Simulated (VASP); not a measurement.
# Co: a series in uniaxial stress along [0001]

Wanted: the elastic response of Co to uniaxial stress along [0001], with a fit that predicts a row left out.

Calculated with VASP 6.6.1; PBEsol, spin-polarised from a ferromagnetic start; plane waves and PAW (Co), in the first sound run; inputs show where later runs differ.

### 1. The structure

Symmetry: P6_3/mmc, No. 194, hexagonal system. Conventional cell: a = 2.510 Å, b = 2.510 Å, c = 4.071 Å, α = 90.00°, β = 90.00°, γ = 120.00°. Co has 12 Co at 2.50 to 2.51 Å nearest.

Structure file:

```xyz
2
Lattice="2.5100 0.0000 0.0000 -1.2550 2.1737 0.0000 0.0000 0.0000 4.0712" Properties=species:S:1:pos:R:3 pbc="T T T"
Co    0.0000    0.0000    0.0000
Co    0.0000    1.4491    2.0356
```

### 2. Relax the crystal, PBEsol

The series starts from the cell that this level prefers, so that zero strain is near zero stress.

This step took 2 runs in a row; the last is shown.

Level: PBEsol, spin-polarised from a ferromagnetic start; plane waves and PAW (Co).

Input file INCAR:

```
SYSTEM = Co
PREC = Accurate
ENCUT = 450
EDIFF = 1E-07
NELM = 120
ISMEAR = 1
SIGMA = 0.15
LREAL = .FALSE.
ALGO = Normal
GGA = PS
NBANDS = 18
ISPIN = 2
MAGMOM = 1.6 1.6
LASPH = .TRUE.
LMAXMIX = 4
LORBIT = 11
LWAVE = .FALSE.
LCHARG = .FALSE.
KPAR = 8
IBRION = 2
NSW = 40
ISIF = 3
EDIFFG = -0.005
POTIM = 0.4
```

Input file POSCAR:

```
Co
1.0
    2.4541319695      0.0000000000      0.0000000000
   -1.2270659847      2.1253406298      0.0000000000
    0.0000000000      0.0000000000      3.9613915627
Co
2
Direct
    0.0000000000      0.0000000000      0.0000000000
    0.3333333333      0.6666666667      0.5000000000
```

Input file KPOINTS:

```
Automatic mesh
0
Gamma
27 27 15
0 0 0
```

The projector-augmented-wave data sets are Co (PBE family, release 64).

Started as:

```
$ mpirun -np 8 vasp_std
```

The program printed:

```text
[banner, memory and clock lines left out]
running    8 mpi-ranks, on    1 nodes
[...]
|                                                                             |
|           W    W    AA    RRRRR   N    N  II  N    N   GGGG   !!!           |
|           W    W   A  A   R    R  NN   N  II  NN   N  G    G  !!!           |
|           W    W  A    A  R    R  N N  N  II  N N  N  G       !!!           |
|           W WW W  AAAAAA  RRRRR   N  N N  II  N  N N  G  GGG   !            |
|           WW  WW  A    A  R   R   N   NN  II  N   NN  G    G                |
|           W    W  A    A  R    R  N    N  II  N    N   GGGG   !!!           |
|                                                                             |
|     For optimal performance we recommend to set                             |
|       NCORE = 2 up to number-of-cores-per-socket                            |
|     NCORE specifies how many cores store one orbital (NPAR=cpu/NCORE).      |
|     This setting can greatly improve the performance of VASP for DFT.       |
[...]
DAV:   4    -0.154737222844E+02    0.22272E-05   -0.11225E-06 51490   0.116E-02    0.104E-02
DAV:   5    -0.154737205097E+02    0.17747E-05   -0.43047E-07 64096   0.837E-03    0.151E-03
DAV:   6    -0.154737204434E+02    0.66316E-07   -0.45105E-08 22884   0.202E-03
   2 F= -.15473720E+02 E0= -.15473780E+02  d E =-.333329E-06  mag=     3.1342
 trial-energy change:   -0.000000  1 .order   -0.000000   -0.000014    0.000013
 step:   0.5099(harm=  0.5099)  dis= 0.00000  next Energy=   -15.473724 (dE=-0.351E-05)
[...]
N       E                     dE             d eps       ncg     rms          rms(c)
DAV:   1    -0.154737651594E+02   -0.44650E-04   -0.35904E-04 45550   0.342E-01    0.520E-02
DAV:   2    -0.154737315761E+02    0.33583E-04   -0.12207E-04 46186   0.235E-01    0.321E-02
DAV:   3    -0.154737247739E+02    0.68022E-05   -0.14124E-05 46070   0.765E-02    0.142E-02
DAV:   4    -0.154737240393E+02    0.73459E-06   -0.26902E-07 48156   0.571E-03    0.509E-03
DAV:   5    -0.154737232617E+02    0.77760E-06   -0.76999E-08 24724   0.414E-03    0.790E-04
DAV:   6    -0.154737233055E+02   -0.43799E-07   -0.42534E-08 22018   0.205E-03
   3 F= -.15473723E+02 E0= -.15473784E+02  d E =-.319541E-05  mag=     3.1348
[...]
reached required accuracy - stopping structural energy minimisation
```

It took 43 s on 8 MPI ranks of Intel Xeon 6975P-C (Granite Rapids), shared host; peak memory 2.8 GiB; 5 min of CPU time.

The logs omit lines about the potential files and the build; timing stands in the text.

OUTCAR, selected parts (step 2):

```text
  Total        0.0025158      0.0025158      0.0024225      0.0000000      0.0000000      0.0000000
  in kB        0.1951703      0.1951703      0.1879311      0.0000000      0.0000000      0.0000000
  external PRESSURE =       0.1927572 kB  Pullay stress =       0.0000000 kB

 POSITION                                       TOTAL-FORCE (eV/Angst)
 -----------------------------------------------------------------------------------
     -0.00000      0.00000      0.00000        -0.000000     -0.000000      0.000000
     -0.00000      1.41668      1.98039         0.000000      0.000000     -0.000000
 -----------------------------------------------------------------------------------
    total drift:                               -0.000000      0.000000     -0.000000

  FREE ENERGIE OF THE ION-ELECTRON SYSTEM (eV)
  ---------------------------------------------------
  free  energy   TOTEN  =       -15.4737233055 eV

  energy  without entropy=      -15.4739066333  energy(sigma->0) =      -15.47378441

 reached required accuracy - stopping structural energy minimisation

 magnetization (x)
# of ion       s       p       d       tot
------------------------------------------
    1       -0.015  -0.052   1.641   1.574
    2       -0.015  -0.052   1.641   1.574
--------------------------------------------------
tot         -0.031  -0.105   3.283   3.148

[... 3 further parts left out ...]
[key lines of the parts left out:]
E-fermi :  10.7741
```

Numbers from this step:

| Item | Value |
| --- | --- |
| energy(sigma→0) of the program | -15.4738 eV |
| stress, compression positive | xx, yy, zz 0.02, 0.02, 0.02 GPa |
| volume | 20.653 Å³ |
| ionic steps | 3 |

### 3. Strain across the axis, PBEsol

One member in full: the axis is strained by 2 %, and the two directions across it are strained alike until their mean stress is under 0.012 GPa or five steps are spent.

This step took 4 runs, each at a new trial strain with the atoms of the one before; the last is shown.

Level: PBEsol, spin-polarised from a ferromagnetic start; plane waves and PAW (Co).

INCAR: that of step 2 with these lines changed.

```diff
@@ -18,7 +18,7 @@
 LCHARG = .FALSE.
-KPAR = 8
-IBRION = 2
-NSW = 40
-ISIF = 3
-EDIFFG = -0.005
-POTIM = 0.4
+KPAR = 2
+IBRION = 1
+NSW = 25
+ISIF = 2
+EDIFFG = -0.004
+POTIM = 0.3
```

Input file POSCAR:

```
Co
1.0
    2.4437504500      0.0000000000      0.0000000000
   -1.2218752250      2.1163499700      0.0000000000
    0.0000000000      0.0000000000      4.0400020950
Co
2
Direct
    0.0000000000      0.0000000000      0.0000000000
    0.3333333333      0.6666666667      0.5000000000
```

KPOINTS is that of step 2.

Started as:

```
$ mpirun -np 2 vasp_std
```

The program printed:

```text
[banner, memory and clock lines left out]
running    2 mpi-ranks, on    1 nodes
[...]
[... a notice as in an earlier step ...]

 LDA part: xc-table for (Slater+PW92), standard interpolation
 POSCAR, INCAR and KPOINTS ok, starting setup
[...]
entering main loop
       N       E                     dE             d eps       ncg     rms          rms(c)
DAV:   1     0.755248751514E+02    0.75525E+02   -0.69393E+03 45752   0.115E+03
DAV:   2    -0.147644675931E+02   -0.90289E+02   -0.81822E+02 43444   0.218E+02
DAV:   3    -0.179602077825E+02   -0.31957E+01   -0.30995E+01 47626   0.530E+01
DAV:   4    -0.180161704198E+02   -0.55963E-01   -0.55920E-01 56212   0.580E+00
[...]
DAV:  14    -0.154637992166E+02   -0.13346E-06   -0.35421E-07 51142   0.771E-03    0.291E-03
DAV:  15    -0.154637989222E+02    0.29443E-06   -0.36443E-08 23064   0.353E-03    0.203E-03
DAV:  16    -0.154637990204E+02   -0.98161E-07   -0.10186E-08 22552   0.165E-03
   1 F= -.15463799E+02 E0= -.15463788E+02  d E =-.154638E+02  mag=     3.1637
 BRION: g(F)=  0.108E-48 g(S)=  0.000E+00
 reached required accuracy - stopping structural energy minimisation
```

Wall time 85 s (2 MPI ranks); peak memory 0.67 GiB.

Parts of OUTCAR (step 3):

```text
  Total        0.0001026      0.0001026     -1.0128360     -0.0000000      0.0000000      0.0000000
  in kB        0.0078650      0.0078650    -77.6647188     -0.0000000      0.0000000      0.0000000
  external PRESSURE =     -25.8829963 kB  Pullay stress =       0.0000000 kB

 POSITION                                       TOTAL-FORCE (eV/Angst)
 -----------------------------------------------------------------------------------
      0.00000      0.00000      0.00000         0.000000     -0.000000      0.000000
     -0.00000      1.41090      2.02000        -0.000000      0.000000      0.000000
 -----------------------------------------------------------------------------------
    total drift:                               -0.000000      0.000000     -0.000000

  FREE ENERGIE OF THE ION-ELECTRON SYSTEM (eV)
  ---------------------------------------------------
  free  energy   TOTEN  =       -15.4637990204 eV

  energy  without entropy=      -15.4637648248  energy(sigma->0) =      -15.46378762

 magnetization (x)
# of ion       s       p       d       tot
------------------------------------------
    1       -0.015  -0.051   1.656   1.590
    2       -0.015  -0.051   1.656   1.590
--------------------------------------------------
tot         -0.030  -0.102   3.312   3.180

[... 2 parts as in an earlier step ...]

[... 2 further parts left out ...]
[key lines of the parts left out:]
E-fermi :  10.6179
```

Numbers from this step:

```
energy(sigma→0) of the program : -15.4638 eV
stress, compression positive   : xx, yy, zz 0.00, 0.00, -7.77 GPa
ionic steps                    : 1
```

### 4. The whole series

The other members went through these steps as far as the tables show, with the same cutoff and, step by step, the same mesh; 29 runs are not shown. The session took 1.9 core hours (wall time by ranks) on a shared machine.

| strain along the axis (%) | strain across the axis (%) | stress along the axis, tension positive (GPa) | energy above the unstrained row, extrapolated to no smearing (meV/atom) |
| --- | --- | --- | --- |
| -2.000 | 0.471 | -8.611 | 5.625 |
| -1.500 | 0.346 | -6.410 | 3.163 |
| -1.000 | 0.228 | -4.232 | 1.411 |
| -0.500 | 0.112 | ? | ? |
| 0 | 0.000 | 0.009 | 0.000 |
| 0.500 | -0.108 | 2.043 | 0.302 |
| 1.000 | -0.210 | 4.020 | 1.251 |
| 1.500 | -0.313 | 5.926 | 2.825 |
| 2.000 | -0.408 | 7.766 | 4.993 |

### 5. Stress from the known rows

A least-squares parabola through the 8 rows shown, with e the strain in %: stress = − 0.1082 e² + 4.104 e + 0.006894 (GPa), r.m.s. residual 0.017 GPa.

At e = -0.5 this predicts -2.072 GPa.

### 6. Prediction against calculation

The calculation gives -2.096 GPa, so the prediction is 0.024 GPa too high, within twice the residual of the fit.

Slopes at zero strain, from cubics through all rows: strain ratio -0.219, stress over strain 414 GPa.

### 7. What came out

- error of the predicted stress: 0.024 GPa
- Poisson ratio: 0.219
- Young's modulus along the axis: 414 GPa

What this shows: As a check, the curvature of the energy gives 414 GPa for the same modulus (energy per volume = E/2 × strain²), 0 % from the slope of the stress. These are static values: temperature and zero-point motion are left out. In a metal the slopes also depend on mesh and smearing, which were held through the series.

[Lines on the potential files, build, host, timing and source positions are cut from VASP's logs without a mark.]

[Logs are printed without paths, hosts, clocks, repeated set-up lines and the standing remarks that a program may print on its own settings, such as how far it seeks lower states.]

[Hosts, paths, dates, database ids (printed as entryN), source tags and the programs' standing remarks are cut or masked in the printed files.]

[In band tables of VASP the shares of atoms and orbitals are scaled to a sum of 1 inside the atoms' spheres.]
